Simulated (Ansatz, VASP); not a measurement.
# TaAs in two plane-wave programs, part 2 of 2

Aim: how closely do two programs agree when they are given the same cell, functional and k mesh? The cell is taken from a series of VASP runs on this material, whose earlier steps may have relaxed, scaled or displaced it; both programs get it as it stands.

VASP 6.6.1 and Ansatz 0.2.0.

So far. Step 4 (Differences): The walks stopped with 0.00 GPa left in Ansatz and 0.03 GPa in VASP; each walk ends within a tolerance, so the volume difference is uncertain by about these residues over the bulk modulus, most in soft cells.

### Step 5. VASP: relaxation of cell and atoms, PBE

Level of this step: PBE; plane waves and PAW (Ta_pv, As) (VASP).

The relaxed volume is the usual yardstick between codes: its relative difference is about their pressure difference at one cell divided by the bulk modulus. The cell compared in this pair holds 71.67 Å³, against 67.19 Å³ for the pair before.

Contents of INCAR:

```
SYSTEM = TaAs
PREC = Accurate
ENCUT = 450
EDIFF = 1E-06
NELM = 100
ISMEAR = 0
SIGMA = 0.03
LREAL = .FALSE.
ALGO = Normal
GGA = PE
NBANDS = 22
LASPH = .TRUE.
LORBIT = 11
LWAVE = .FALSE.
LCHARG = .FALSE.
KPAR = 8
IBRION = 2
NSW = 50
ISIF = 3
EDIFFG = -0.006
```

Contents of POSCAR:

```
TaAs
1.0
    0.0000000000     -3.4777242560      0.0000000000
   -3.4777242560      0.0000000000      0.0000000000
    1.7388621280     -1.7388621280     -5.9260437458
Ta As
2 2
Direct
    0.4999673000      0.5000327000      0.0000654000
    0.2499673000      0.2500327000      0.5000654000
    0.0826321200      0.9173678800      0.8347357600
    0.8326321200      0.6673678800      0.3347357600
```

Contents of KPOINTS:

```
Automatic mesh
0
Gamma
6 6 6
0 0 0
```

The projector-augmented-wave data sets are Ta_pv and As (PBE family, release 64).

The run is started by

```sh
$ mpirun -np 8 vasp_std
```

Numbers of over 12 decimals in the logs are rounded to 6 here.

Output:

```text
[banner, memory and clock lines left out]
running    8 mpi-ranks, on    1 nodes
[...]
[... a notice as in an earlier step ...]

 LDA part: xc-table for (Slater+PW92), standard interpolation
 POSCAR, INCAR and KPOINTS ok, starting setup
[...]
entering main loop
       N       E                     dE             d eps       ncg     rms          rms(c)
DAV:   1     0.216548220079E+03    0.21655E+03   -0.15348E+04  1320   0.124E+03
DAV:   2    -0.276955025295E+02   -0.24424E+03   -0.23417E+03  1532   0.339E+02
DAV:   3    -0.368236778010E+02   -0.91282E+01   -0.89143E+01  1724   0.591E+01
DAV:   4    -0.369786488475E+02   -0.15497E+00   -0.15410E+00  1614   0.732E+00
[...]
DAV:  11    -0.350833599046E+02    0.25803E-05   -0.33045E-05  1812   0.302E-02    0.129E-02
DAV:  12    -0.350833554543E+02    0.44504E-05   -0.11886E-05  1640   0.233E-02    0.211E-03
DAV:  13    -0.350833554914E+02   -0.37118E-07   -0.52483E-07   912   0.490E-03
   1 F= -.35083355E+02 E0= -.35083320E+02  d E =-.350834E+02
[... from here on, the cycles between the ionic steps are left out ...]
   2 F= -.35063280E+02 E0= -.35063261E+02  d E =0.200759E-01
   3 F= -.35091916E+02 E0= -.35091887E+02  d E =-.856015E-02
   4 F= -.35091915E+02 E0= -.35091886E+02  d E =-.855926E-02
   5 F= -.35092041E+02 E0= -.35092014E+02  d E =-.126321E-03
   6 F= -.35092065E+02 E0= -.35092040E+02  d E =-.150514E-03
[...]
reached required accuracy - stopping structural energy minimisation
```

OUTCAR, selected parts (step 5):

```text
  Total        0.0231458      0.0231458      0.0100607      0.0000000      0.0000000      0.0000000
  in kB        0.5253362      0.5253362      0.2283464      0.0000000      0.0000000      0.0000000
  external PRESSURE =       0.4263396 kB  Pullay stress =       0.0000000 kB

 POSITION                                       TOTAL-FORCE (eV/Angst)
 -----------------------------------------------------------------------------------
      0.00000     -3.46202     -5.88776        -0.000000      0.000000     -0.002500
      0.00000     -1.73101     -2.94296        -0.000000      0.000000     -0.002500
     -1.73101     -1.73101     -4.91850         0.000000     -0.000000      0.002500
     -1.73101     -3.46202     -1.97369         0.000000     -0.000000      0.002500
 -----------------------------------------------------------------------------------
    total drift:                                0.000003     -0.000003      0.000081

  FREE ENERGIE OF THE ION-ELECTRON SYSTEM (eV)
  ---------------------------------------------------
  free  energy   TOTEN  =       -35.0920652671 eV

  energy  without entropy=      -35.0920145301  energy(sigma->0) =      -35.09203990

[... 2 parts as in an earlier step ...]

[... 2 further parts left out ...]
[key lines of the parts left out:]
E-fermi :   6.8162
```

### Step 6. Ansatz: relaxation of cell and atoms, PBE

The same cell, functional, mesh and smearing now go to Ansatz, which takes its cutoff from its data sets.

The cell is taken from a series of VASP runs on this material, whose earlier steps may have relaxed, scaled or displaced it; both programs get it as it stands.

Contents of input.yaml:

```yaml
crystal:
  lattice:
    - [0.0, -3.477724256, 0.0]
    - [-3.477724256, 0.0, 0.0]
    - [1.738862128, -1.738862128, -5.9260437458]
  atoms:
    - { symbol: Ta, position: [0.4999673, 0.5000327, 6.54e-05] }
    - { symbol: Ta, position: [0.2499673, 0.2500327, 0.5000654] }
    - { symbol: As, position: [0.08263212, 0.91736788, 0.83473576] }
    - { symbol: As, position: [0.83263212, 0.66736788, 0.33473576] }
hamiltonian:
  xc: pbe
  pseudopotentials: { kind: paw }
kpoints:
  mp_grid: { grid: [6, 6, 6] }
scf:
  occupations: { method: gaussian, width: 0.03 }
relax:
  f_tol: 0.01
  max_steps: 60
  cell: { stress_tol: 0.05 }
output:
  forces: true
  stress: true
```

The run is started by

```sh
$ ansatz run input.yaml --threads 4 --pin off --max-ram 9216MiB --backend cpu --events-out ev --progress --plain --runs-dir out
```

Output:

```text
[...]
Crystal: 4 atoms, lattice volume = 71.673 Å³
Basis set: ecut = 420 eV, 1395 PW (Γ), exchange–correlation on 48×48×90 points (8 copies of the dense FFT grid, shifted against one another)
Bands: 34, of which v1, the nominal top of the filled ones, is band 28 counted from 1 (27 counted from 0)
Symmetry: 8 space group operations
[...]
k-points: 30 of 216 (time reversal used)
[...]
--- Relaxed structure (4 steps of the walk, 3 accepted, 1 SCFs on fresh bases) ---
[...]
cell:  # Å, volume = 70.4466 Å³
    - [0.0, -3.459358, 0]
    - [-3.459358, 0.0, 0]
    - [1.729679, -1.729679, -5.886658]
  atoms:
    - { symbol: Ta, position: [0.500160, 0.499840, -0.000320953] }
    - { symbol: Ta, position: [0.250160, 0.249840, 0.499679] }
    - { symbol: As, position: [0.082439, 0.917561, 0.835122] }
    - { symbol: As, position: [0.832439, 0.667561, 0.335122] }
[key lines of the parts left out:]
SCF converged after 6 iterations
Free energy (F): -29578.931657 eV
Fermi energy:    16.797338 eV
P = ⅓ Tr σ = -0.0088 GPa (-0.088 kbar)
```

Run time: 8.5 s. Hardware: 4 threads of Intel Xeon Platinum 8488C (Sapphire Rapids), shared host; peak memory 0.42 GiB.

### Step 7. Differences

The two programs side by side:

| quantity | Ansatz | VASP | difference |
| --- | --- | --- | --- |
| volume (Å³) | 70.45 | 70.59 | -0.20 % |
| edge a after relaxation, in the typed setting (Å) | 3.459 | 3.462 | -0.08 % |
| edge c after relaxation, in the typed setting (Å) | 6.375 | 6.378 | -0.05 % |

The walks stopped with -0.01 GPa left in Ansatz and 0.04 GPa in VASP; each walk ends within a tolerance, so the volume difference is uncertain by about these residues over the bulk modulus, most in soft cells.

### Step 8. What came out

```yaml
difference_in_volume_relaxation_of_cell_and_atoms_lda: -0.55 %
difference_in_volume_relaxation_of_cell_and_atoms_pbe: -0.20 %
```

The difference in volume is -0.55 % (relaxation of cell and atoms, LDA), within the 1.2 % picked in this series as the mark of a large difference, as far as the stopping tolerances let one tell. How closely two codes agree says nothing of how well the functional describes the real material.

[Lines on the potential files, build, host, timing and source positions are cut from VASP's logs without a mark.]

[Logs are printed without paths, hosts, clocks, repeated set-up lines and the standing remarks that a program may print on its own settings, such as how far it seeks lower states.]

[Hosts, paths, dates, database ids (printed as entryN), source tags and the programs' standing remarks are cut or masked in the printed files.]
